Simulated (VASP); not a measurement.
Calculation: PBEsol GGA, VASP's PBE PAW potentials (set 64) (plane waves; VASP).

Input for VASP

**POSCAR**
```
Ga3InP4
5.5451460
  1.0000000471   0.0000000000   0.0000000000
  0.0000000000   1.0000000471   0.0000000000
  0.0000000000   0.0000000000   1.0000000471
In P Ga
1 4 3
direct
  0.0000000000   0.0000000000   0.0000000000
  0.2603219034   0.2603219034   0.2603219034
  0.7396780966   0.7396780966   0.2603219034
  0.7396780966   0.2603219034   0.7396780966
  0.2603219034   0.7396780966   0.7396780966
  0.5000000000   0.5000000000   0.0000000000
  0.5000000000   0.0000000000   0.5000000000
  0.0000000000   0.5000000000   0.5000000000
```

**INCAR**
```
ALGO = Normal
EDIFF = 1E-7
ENCUT = 400
GGA = PS
ISIF = 2
ISMEAR = -5
LASPH = .True.
LCHARG = .True.
LEFG = .True.
LMAXMIX = 4
LORBIT = 11
LREAL = .False.
LWAVE = .False.
NEDOS = 601
NELM = 100
PREC = Accurate
SYSTEM = Ga3InP4
```

KPOINTS:
```
Automatic mesh
0
Gamma
5 5 5
0 0 0
```

POTCAR, in this order: In_d P Ga_d (PBE.64 set). Program: vasp_std.

The resulting files:

File OUTCAR:
```
 ion  position               nearest neighbor table
   1  0.000  0.000  0.000-   2 2.50   3 2.50   4 2.50   5 2.50
   2  0.260  0.260  0.260-   6 2.37   7 2.37   8 2.37   1 2.50
   3  0.740  0.740  0.260-   6 2.37   7 2.37   8 2.37   1 2.50
   4  0.740  0.260  0.740-   6 2.37   7 2.37   8 2.37   1 2.50
   5  0.260  0.740  0.740-   6 2.37   7 2.37   8 2.37   1 2.50
   6  0.500  0.500  0.000-   2 2.37   3 2.37   4 2.37   5 2.37
   7  0.500  0.000  0.500-   2 2.37   3 2.37   4 2.37   5 2.37
   8  0.000  0.500  0.500-   2 2.37   3 2.37   4 2.37   5 2.37
  LATTYP: Found a simple cubic cell.
 ALAT       =     5.5451462612
 Subroutine PRICEL returns:
 Original cell was already a primitive cell.
 Subroutine GETGRP returns: Found 24 space group operations
The static configuration has the point symmetry T_d .
The dynamic configuration has the point symmetry T_d .
 Subroutine INISYM returns: Found 24 space group operations
 Subroutine IBZKPT returns following result:
 Found     10 irreducible k-points:

 Following reciprocal coordinates:
            Coordinates               Weight
  0.000000  0.000000  0.000000      1.000000
  0.200000  0.000000  0.000000      6.000000
  0.400000  0.000000  0.000000      6.000000
...
```

**OSZICAR**
```
       N       E                     dE             d eps       ncg     rms          rms(c)
DAV:   1     0.594319971069E+03    0.59432E+03   -0.28187E+04   871   0.199E+03
DAV:   2     0.541840518470E+02   -0.54014E+03   -0.52700E+03   932   0.518E+02
DAV:   3    -0.339072315794E+02   -0.88091E+02   -0.86375E+02   967   0.178E+02
DAV:   4    -0.398239839443E+02   -0.59168E+01   -0.58806E+01  1082   0.451E+01
DAV:   5    -0.400222124418E+02   -0.19823E+00   -0.19793E+00  1360   0.851E+00    0.913E+00
DAV:   6    -0.388988263106E+02    0.11234E+01   -0.23410E+00  1256   0.180E+01    0.551E+00
DAV:   7    -0.387649074584E+02    0.13392E+00   -0.10347E+00  1245   0.504E+00    0.195E+00
DAV:   8    -0.387550654411E+02    0.98420E-02   -0.19046E-01  1109   0.450E+00    0.601E-01
DAV:   9    -0.387539056905E+02    0.11598E-02   -0.34722E-02  1213   0.267E+00    0.257E-01
DAV:  10    -0.387535074901E+02    0.39820E-03   -0.50162E-03  1215   0.730E-01    0.152E-01
DAV:  11    -0.387536518126E+02   -0.14432E-03   -0.89408E-04  1184   0.178E-01    0.656E-02
DAV:  12    -0.387536281233E+02    0.23689E-04   -0.17469E-04  1092   0.930E-02    0.485E-02
DAV:  13    -0.387536468652E+02   -0.18742E-04   -0.49708E-05  1096   0.274E-02    0.303E-02
DAV:  14    -0.387536346754E+02    0.12190E-04   -0.47560E-05  1141   0.395E-02    0.445E-03
DAV:  15    -0.387536350990E+02   -0.42359E-06   -0.40798E-06  1045   0.969E-03    0.542E-03
DAV:  16    -0.387536351648E+02   -0.65762E-07   -0.34697E-07   866   0.456E-03
   1 F= -.38753635E+02 E0= -.38753635E+02  d E =0.000000E+00
```

**OUTCAR**
```
------------------------ aborting loop because EDIFF is reached ----------------------------------------
  FORCE on cell =-STRESS in cart. coord.  units (eV):
  Direction    XX          YY          ZZ          XY          YZ          ZX
  --------------------------------------------------------------------------------------
  Total       -0.0257872     -0.0257872     -0.0257872      0.0000000      0.0000000     -0.0000000
  in kB       -0.2423124     -0.2423124     -0.2423124      0.0000000      0.0000000     -0.0000000
  external PRESSURE =      -0.2423124 kB  Pullay stress =       0.0000000 kB
  volume of cell :      170.51
      direct lattice vectors                 reciprocal lattice vectors
     5.545146261  0.000000000  0.000000000     0.180337894  0.000000000  0.000000000
     0.000000000  5.545146261  0.000000000     0.000000000  0.180337894  0.000000000
     0.000000000  0.000000000  5.545146261     0.000000000  0.000000000  0.180337894
 POSITION                                       TOTAL-FORCE (eV/Angst)
 -----------------------------------------------------------------------------------
      0.00000      0.00000      0.00000         0.000000      0.000000      0.000000
      1.44352      1.44352      1.44352        -0.008684     -0.008684     -0.008684
      4.10162      4.10162      1.44352         0.008684      0.008684     -0.008684
      4.10162      1.44352      4.10162         0.008684     -0.008684      0.008684
      1.44352      4.10162      4.10162        -0.008684      0.008684      0.008684
      2.77257      2.77257      0.00000         0.000000      0.000000      0.000000
      2.77257      0.00000      2.77257         0.000000      0.000000      0.000000
      0.00000      2.77257      2.77257         0.000000      0.000000      0.000000
 -----------------------------------------------------------------------------------
    total drift:                                0.000000      0.000000      0.000000
  FREE ENERGIE OF THE ION-ELECTRON SYSTEM (eV)
  ---------------------------------------------------
  free  energy   TOTEN  =       -38.7536351648 eV

  energy  without entropy=      -38.7536351648  energy(sigma->0) =      -38.75363516

 total charge

# of ion       s       p       d       tot
------------------------------------------
    1        0.838   0.847   9.903  11.587
    2        1.021   1.501   0.000   2.522
    3        1.021   1.501   0.000   2.522
    4        1.021   1.501   0.000   2.522
    5        1.021   1.501   0.000   2.522
    6        0.863   0.832  10.011  11.706
    7        0.863   0.832  10.011  11.706
    8        0.863   0.832  10.011  11.706
--------------------------------------------------
tot          7.511   9.343  39.936  56.790

 Electric field gradients after diagonalization (V/A^2)
 (convention: |V_zz| > |V_xx| > |V_yy|)
----------------------------------------------------------------------
 ion       V_xx      V_yy      V_zz     asymmetry (V_yy - V_xx)/ V_zz
----------------------------------------------------------------------
   1      -0.000    -0.000    -0.000      -0.581
   2       5.924     5.924   -11.849       0.000
   3       5.924     5.924   -11.849       0.000
   4       5.924     5.924   -11.849       0.000
   5       5.924     5.924   -11.849       0.000
   6       6.152     6.152   -12.304       0.000
   7       6.152     6.152   -12.304       0.000
   8       6.152     6.152   -12.304       0.000
```
(Selected blocks of OUTCAR.)

OUTCAR:
```
 val. band max:        4.7992438636   @ k =   0.0000   0.0000   0.0000

 cond. band min:       5.9725682207   @ k =   0.0000   0.0000   0.0000


 Fermi energy:         4.8037454361

 k-point     1 :       0.0000    0.0000    0.0000
  band No.  band energies     occupation
      1      -9.8662      2.00000
      2      -9.8662      2.00000
      3      -9.8662      2.00000
      4      -9.7617      2.00000
      5      -9.7617      2.00000
      6      -9.7617      2.00000
      7      -9.7175      2.00000
      8      -9.7175      2.00000
      9      -9.7175      2.00000
     10      -9.7092      2.00000
     11      -9.7092      2.00000
     12      -9.7085      2.00000
     13      -9.6727      2.00000
     14      -9.6642      2.00000
     15      -9.6642      2.00000
     16      -9.2965      2.00000
     17      -9.2965      2.00000
     18      -9.2965      2.00000
     19      -9.1510      2.00000
     20      -9.1510      2.00000
     21      -7.5116      2.00000
     22      -4.6297      2.00000
     23      -4.6297      2.00000
     24      -4.6297      2.00000
     25      -2.0170      2.00000
     26      -2.0170      2.00000
     27      -1.2870      2.00000
     28       2.0865      2.00000
     29       2.0865      2.00000
     30       2.0865      2.00000
     31       2.2253      2.00000
     32       2.2253      2.00000
     33       2.2253      2.00000
     34       4.7992      2.00000
     35       4.7992      2.00000
     36       4.7992      2.00000
     37       5.9726      0.00000
     38       6.3654      0.00000
     39       6.3654      0.00000
     40       6.3654      0.00000
     41       6.6616      0.00000
     42       6.7350      0.00000
     43       6.7350      0.00000

 k-point     2 :       0.2000    0.0000    0.0000
  band No.  band energies     occupation
      1      -9.8606      2.00000
      2      -9.8606      2.00000
      3      -9.8591      2.00000
      4      -9.7718      2.00000
      5      -9.7593      2.00000
...
```

Unless said otherwise, spin-orbit coupling is left out, though it shifts the bands of the heavy elements here.

The structure was generated: Ga3InP4 was put into an ordered model structure (P-43m), which need not be its known phase. It was relaxed first.
